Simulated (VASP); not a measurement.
# Be3Te2Se (I-4m2) in VASP: single point with PBE

Aim: the single point of Be3Te2Se with PBE.

Program: VASP 6.6.1. These are calculated values, not measurements. Logs are shortened: lines on timing, memory, paths and dates and some standing lists are left out, and cuts for length are marked.

## Step 1: The structure

Symmetry: I-4m2, No. 119, tetragonal system. Conventional cell: a = 3.902 Å, b = 3.902 Å, c = 16.495 Å, α = 90.00°, β = 90.00°, γ = 90.00°. Be (site symmetry -4m2) is surrounded by 4 Te at 2.43 Å. Be (site symmetry 2mm) is surrounded by 2 Se at 2.31 Å and 2 Te at 2.43 Å. Be (site symmetry 2mm) has 2 Se at 2.31 Å and 2 Te at 2.43 Å as nearest neighbours. Around Te (site symmetry 2mm) lie 4 Be at 2.43 Å. Te (site symmetry 2mm) is surrounded by 4 Be at 2.43 Å. Se (site symmetry -4m2) has 4 Be at 2.31 Å as nearest neighbours.

The cell was built by a generator and needn't be a form met in nature.

## Step 2: Single point, PBE

INCAR

```
PREC = Normal
ENCUT = 520
EDIFF = 1E-5
ISMEAR = 0
SIGMA = 0.05
LREAL = Auto
LASPH = T
NELM = 80
ALGO = Fast
ISIF = 2
LWAVE = F
LCHARG = F
GGA = PE
NBANDS = 36
```

KPOINTS

```
Automatic mesh
0
Gamma
  6 6 6
```

POSCAR

```
Be3Te2Se
1.0
   -1.9509800000      1.9509800000      8.2474100000
    3.9019600000     -3.9019600000     16.4948200000
    1.9509800000      1.9509800000     -8.2474100000
Be Te Se
6 4 2
Direct
    0.7500000000      0.1250000000      0.5000000000
    0.7500000000      0.6250000000      0.5000000000
    0.0745490000      0.2872745000      0.5000000000
    0.0745490000      0.7872745000      0.5000000000
    0.4254510000      0.4627255000      0.5000000000
    0.4254510000      0.9627255000      0.5000000000
    0.6625440000      0.3312720000      0.0000000000
    0.6625440000      0.8312720000      0.0000000000
    0.3374560000      0.1687280000      0.0000000000
    0.3374560000      0.6687280000      0.0000000000
    0.0000000000      0.0000000000      0.0000000000
    0.0000000000      0.5000000000      0.0000000000
```

Potentials or basis: VASP PAW PBE potentials, release 64 (Be, Te, Se).

The run is started by

```
$ cat potpaw_PBE.64/Be/POTCAR potpaw_PBE.64/Te/POTCAR potpaw_PBE.64/Se/POTCAR > POTCAR
$ mpirun -np 1 vasp_std > vasp.out
```

OUTCAR:

```text
PREC = Normal
   ENCUT = 520
   EDIFF = 1E-5
   ISMEAR = 0
   LREAL = Auto
   LASPH = T
   NELM = 80
   ISIF = 2
   GGA = PE

 ion  position               nearest neighbor table
   1  0.750  0.125  0.500-   9 2.43   7 2.43   8 2.43   9 2.43
   2  0.750  0.625  0.500-  10 2.43   8 2.43   7 2.43  10 2.43
   3  0.075  0.287  0.500-  12 2.31  11 2.31   7 2.43   7 2.43
   4  0.075  0.787  0.500-  11 2.31  12 2.31   8 2.43   8 2.43
   5  0.425  0.463  0.500-  12 2.31  12 2.31   9 2.43  10 2.43
   6  0.425  0.963  0.500-  11 2.31  11 2.31  10 2.43   9 2.43
   7  0.663  0.331  0.000-   2 2.43   1 2.43   3 2.43   3 2.43
   8  0.663  0.831  0.000-   1 2.43   2 2.43   4 2.43   4 2.43
   9  0.337  0.169  0.000-   1 2.43   1 2.43   5 2.43   6 2.43
  10  0.337  0.669  0.000-   2 2.43   2 2.43   6 2.43   5 2.43
  11  0.000  0.000  0.000-   4 2.31   6 2.31   3 2.31   6 2.31
  12  0.000  0.500  0.000-   3 2.31   5 2.31   4 2.31   5 2.31

  LATTYP: Found a base centered monoclinic cell.
 ALAT       =    16.9500554180
 B/A-ratio  =     0.2302033771
 C/A-ratio  =     0.4604067543
 COS(beta)  =    -0.2302033771

  Lattice vectors:

 A1 = (  -1.9509800000,   1.9509800000,   8.2474100000)
 A2 = (  -1.9509800000,  -1.9509800000,   8.2474100000)
 A3 = (   7.8039200000,   0.0000000000,   0.0000000000)

Analysis of symmetry for initial positions (statically):
=====================================================================
 Subroutine PRICEL returns following result:

  LATTYP: Found a body centered tetragonal cell.
 ALAT       =     3.9019600000
 C/A-ratio  =     4.2273165281

  Lattice vectors:

 A1 = (  -1.9509800000,   1.9509800000,   8.2474100000)
 A2 = (   1.9509800000,  -1.9509800000,   8.2474100000)
 A3 = (   1.9509800000,   1.9509800000,  -8.2474100000)

   2 primitive cells build up your supercell.

 Routine SETGRP: Setting up the symmetry group for a
 base centered monoclinic supercell.

 Subroutine GETGRP returns: Found  2 space group operations
 (whereof  2 operations were pure point group operations)
 out of a pool of  4 trial point group operations.

The static configuration has the point symmetry C_1h.

Analysis of symmetry for dynamics (positions and initial velocities):
=====================================================================
 Subroutine PRICEL returns following result:

  LATTYP: Found a body centered tetragonal cell.
 ALAT       =     3.9019600000
 C/A-ratio  =     4.2273165281

  Lattice vectors:

 A1 = (  -1.9509800000,   1.9509800000,   8.2474100000)
 A2 = (   1.9509800000,  -1.9509800000,   8.2474100000)
 A3 = (   1.9509800000,   1.9509800000,  -8.2474100000)

   2 primitive cells build up your supercell.

 Routine SETGRP: Setting up the symmetry group for a
 base centered monoclinic supercell.

 Subroutine GETGRP returns: Found  2 space group operations
 (whereof  2 operations were pure point group operations)
 out of a pool of  4 trial point group operations.

The dynamic configuration has the point symmetry C_1h.

 Subroutine INISYM returns: Found  2 space group operations
 (whereof  2 operations are pure point group operations),
 and found     2 'primitive' translations

----------------------------------------------------------------------------------------

                                     Primitive cell

  volume of cell :     125.5692

  direct lattice vectors                    reciprocal lattice vectors
    -1.950980000  1.950980000  8.247410000     0.000000000  0.256281459  0.060625093
     1.950980000 -1.950980000  8.247410000     0.256281459  0.000000000  0.060625093
     1.950980000  1.950980000 -8.247410000     0.256281459  0.256281459  0.000000000

  length of vectors
     8.696690039  8.696690039  8.696690039     0.263354491  0.263354491  0.362436714

  position of ions in fractional coordinates (direct lattice)
     0.750000000  0.250000000  0.500000000
     0.074549000  0.574549000  0.500000000
     0.425451000  0.925451000  0.500000000
     0.662544000  0.662544000  0.000000000
     0.337456000  0.337456000  0.000000000
     0.000000000  0.000000000  0.000000000

  ion indices of the primitive-cell ions
   primitive index   ion index
                 1           1
                 2           3
                 3           6
                 4           7
                 5           9
                 6          11

----------------------------------------------------------------------------------------

 KPOINTS: Automatic mesh

Automatic generation of k-mesh.
 Grid dimensions read from file:
 generate k-points for:    6    6    6

 Generating k-lattice:

  Cartesian coordinates                     Fractional coordinates (reciprocal lattice)
     0.000000000  0.042713576  0.010104182     0.166666667  0.000000000  0.000000000
     0.021356788  0.000000000  0.005052091     0.000000000  0.166666667  0.000000000
     0.042713576  0.042713576  0.000000000     0.000000000  0.000000000  0.166666667

  Length of vectors
     0.043892415  0.021946208  0.060406119

  Shift w.r.t. Gamma in fractional coordinates (k-lattice)
     0.000000000  0.000000000  0.000000000

 Subroutine IBZKPT returns following result:
 ===========================================

 Found     68 irreducible k-points:

 Following reciprocal coordinates:
            Coordinates               Weight
  0.000000  0.000000  0.000000      1.000000
  0.166667 -0.000000  0.000000      4.000000
  0.333333  0.000000  0.000000      4.000000
  0.500000  0.000000  0.000000      2.000000
 -0.000000  0.166667  0.000000      2.000000
  0.166667  0.166667 -0.000000      4.000000
[... 16 lines left out ...]
  0.500000  0.000000  0.166667      4.000000
 -0.333333  0.000000  0.166667      4.000000
 [... further k-points ...]
   k-points           NKPTS =     68   k-points in BZ     NKDIM =     68   number of bands    NBANDS=     36
   number of dos      NEDOS =    301   number of ions     NIONS =     12
   total plane-waves  NPLWV = 245000
   dimension x,y,z NGX =    50 NGY =   98 NGZ =   50
   dimension x,y,z NGXF=   100 NGYF=  196 NGZF=  100
   ions per type =               6   4   2
   NGX,Y,Z   is equivalent  to a cutoff of   9.56,  9.37,  9.56 a.u.
   NGXF,Y,Z  is equivalent  to a cutoff of  19.12, 18.73, 19.12 a.u.
 SYSTEM =  unknown system
   PREC   = normal    normal or accurate (medium, high low for compatibility)
   ISTART =      0    job   : 0-new  1-cont  2-samecut
   ICHARG =      2    charge: 1-file 2-atom 10-const
   ISPIN  =      1    spin polarized calculation?
   LNONCOLLINEAR =      F non collinear calculations
   LSORBIT =      F    spin-orbit coupling
   LASPH  =      T    aspherical Exc in radial PAW
   ENCUT  =  520.0 eV  38.22 Ry    6.18 a.u.  16.17 32.34 16.17*2*pi/ulx,y,z
   NELM   =     80;   NELMIN=  2; NELMDL= -5     # of ELM steps
   EDIFF  = 0.1E-04   stopping-criterion for ELM
   LREAL  =      T    real-space projection
   EDIFFG = 0.1E-03   stopping-criterion for IOM
   NSW    =      0    number of steps for IOM
   IBRION =     -1    ionic relax: 0-MD 1-quasi-New 2-CG
   NFREE  =      0    steps in history (QN), initial steepest desc. (CG)
   ISIF   =      2    stress and relaxation
   ISYM   =      2    0-nonsym 1-usesym 2-fastsym
   POTIM  = 0.5000    time-step for ionic-motion
   TEBEG  =    0.0;   TEEND  =   0.0 temperature during run
   PSTRESS=    0.0 pullay stress
   NELECT =      48.0000    total number of electrons
   NUPDOWN=      -1.0000    fix difference up-down
   EMIN   =  10.00;   EMAX   =-10.00  energy-range for DOS
   EFERMI =   0.00;   METHOD = LEGACY
   ISMEAR =     0;   SIGMA  =   0.05  broadening in eV -4-tet -1-fermi 0-gaus
   EFERMI_NEDOS =   21; number of points for ismear=-14 and -15
   IALGO  =     68    algorithm
   IMIX   =      4    mixing-type and parameters
     AMIX     =   0.40;   BMIX     =  1.00
     AMIX_MAG =   1.60;   BMIX_MAG =  1.00
  volume/ion in A,a.u.               =      20.93       141.23
  Fermi-wavevector in a.u.,A,eV,Ry     =   0.943013  1.782035 12.099291  0.889273
  Thomas-Fermi vector in A             =   2.070678
   LORBIT       =      0    0 simple, 1 ext, 2 COOP (PROOUT), +10 PAW based schemes
   GGA     = PE    functional components
   LHFCALC =     F    Hartree Fock is set to
   AEXX    =    0.0000 exact exchange contribution
   IVDW    =     0    specifies the selected vdW correction
   LEPSILON=     F    determine dielectric tensor
   LRPA    =     F    only Hartree local field effects (RPA)
 non-spin polarized calculation
 RMM-DIIS sequential band-by-band and
 Gauss-broadening in eV      SIGMA  =   0.05
  energy-cutoff  :      520.00
  volume of cell :      251.14
 maximum number of plane-waves:      6804
   NGX = 33   NGY = 65   NGZ = 33

 number of electron      47.9999998 magnetization

 Free energy of the ion-electron system (eV)
  ---------------------------------------------------
  ext. energy  EPLUGINS =         0.00000000
  ---------------------------------------------------
  free energy    TOTEN  =       -47.84305653 eV

  energy without entropy =      -47.84305653  energy(sigma->0) =      -47.84305653

 E-fermi :   4.7472     XC(G=0):  -9.0965

 val. band max:        4.5343506369   @ k =   0.0000   0.0000   0.0000
 cond. band min:       6.5629467951   @ k =   0.5000   0.0000   0.5000
 fundamental gap:      2.0285961583
 Fermi energy:         4.7472271782

 k-point     1 :       0.0000    0.0000    0.0000
  band No.  band energies     occupation
      1      -8.8393      2.00000
      2      -8.3423      2.00000
      3      -7.0902      2.00000
      4      -6.4968      2.00000
      5      -6.3555      2.00000
      6      -6.3010      2.00000
[... 28 lines left out ...]
     35       8.7705      0.00000
     36       9.3956      0.00000
[... 866 lines left out ...]
      6      -6.0746      2.00000
[... 28 lines left out ...]
     35       9.6543      0.00000
     36       9.9192      0.00000

 [... further k-points ...]

------------------------ aborting loop because EDIFF is reached ----------------------------------------

  FORCE on cell =-STRESS in cart. coord.  units (eV):
  Direction    XX          YY          ZZ          XY          YZ          ZX
  --------------------------------------------------------------------------------------
  -------------------------------------------------------------------------------------
  Total       -0.0571962      0.0414173     -0.0170490      0.0000000      0.0000000     -0.0150784
  in kB       -0.3648922      0.2642284     -0.1087670      0.0000000      0.0000000     -0.0961951
  external PRESSURE =      -0.0698103 kB  Pullay stress =       0.0000000 kB

 VOLUME and BASIS-vectors are now :
 -----------------------------------------------------------------------------
  energy-cutoff  :      520.00
  volume of cell :      251.14
      direct lattice vectors                 reciprocal lattice vectors
    -1.950980000  1.950980000  8.247410000     0.000000000  0.256281459  0.060625093
     3.901960000 -3.901960000 16.494820000     0.128140729  0.000000000  0.030312547
     1.950980000  1.950980000 -8.247410000     0.256281459  0.256281459  0.000000000

 POSITION                                       TOTAL-FORCE (eV/Angst)
 -----------------------------------------------------------------------------------
     -0.00000      1.95098      4.12371        -0.000533      0.000000      0.001727
      1.95098      0.00000     12.37111        -0.000533      0.000000      0.001727
      1.95098     -0.00000      1.22967        -0.001211     -0.000000      0.004460
      3.90196     -1.95098      9.47708        -0.001211     -0.000000      0.004460
      1.95098      0.00000      7.01774         0.000197     -0.000000     -0.002010
      3.90196     -1.95098     15.26515         0.000197     -0.000000     -0.002010
      0.00000      0.00000     10.92854        -0.005816     -0.000000      0.003411
      1.95098     -1.95098     19.17595        -0.005816     -0.000000      0.003411
      0.00000      0.00000      5.56628         0.006292     -0.000000     -0.006239
      1.95098     -1.95098     13.81369         0.006292     -0.000000     -0.006239
      0.00000      0.00000      0.00000         0.001072      0.000000     -0.001350
      1.95098     -1.95098      8.24741         0.001072      0.000000     -0.001350
 -----------------------------------------------------------------------------------
    total drift:                                0.005638     -0.000001     -0.001693

  FREE ENERGIE OF THE ION-ELECTRON SYSTEM (eV)
  ---------------------------------------------------
  free  energy   TOTEN  =       -47.8430565302 eV

  energy  without entropy=      -47.8430565302  energy(sigma->0) =      -47.84305653
```

It took 23 min on 1 thread of Intel Xeon Platinum 8488C (Sapphire Rapids), shared host; peak memory 0.76 GiB.

What came out:

```yaml
Free_energy: -47.8431 eV
Pressure: 0.0 GPa
Largest_force: 0.009 eV/Å
Band_gap_on_the_k_mesh: 2.03 eV
```

Forces in eV/Å, atoms in the order of the input:
```
Be  -0.001  0.000  0.002
Be  -0.001  0.000  0.002
Be  -0.001  0.000  0.004
Be  -0.001  0.000  0.004
Be   0.000  0.000 -0.002
Be   0.000  0.000 -0.002
Te  -0.006  0.000  0.003
Te  -0.006  0.000  0.003
Te   0.006  0.000 -0.006
Te   0.006  0.000 -0.006
Se   0.001  0.000 -0.001
Se   0.001  0.000 -0.001
```

Levels at points of the mesh, in eV from the valence-band top:
| k point | band 21 | band 22 | band 23 | band 24 | band 25 | band 26 | band 27 | band 28 |
| --- | --- | --- | --- | --- | --- | --- | --- | --- |
| (0.00, 0.00, 0.00) | -0.77 | -0.14 | 0.00 | 0.00 | 2.11 | 2.63 | 3.01 | 3.57 |
| (0.50, 0.00, 0.00) | -2.15 | -1.20 | -0.83 | -0.77 | 2.09 | 3.01 | 3.01 | 3.80 |
| (0.00, 0.50, 0.00) | -1.15 | -1.15 | -0.26 | -0.26 | 2.95 | 2.95 | 3.62 | 3.62 |
| (0.50, 0.50, 0.00) | -2.02 | -2.02 | -1.93 | -1.93 | 3.11 | 3.11 | 3.29 | 3.29 |
| (0.50, 0.00, 0.50) | -0.83 | -0.77 | -0.69 | -0.69 | 2.03 | 2.97 | 3.01 | 3.18 |
| (0.50, 0.50, 0.50) | -0.75 | -0.75 | -0.50 | -0.50 | 2.72 | 2.72 | 3.50 | 3.50 |

Caveat: spin-orbit coupling is left out, which moves the levels of the heavy elements.
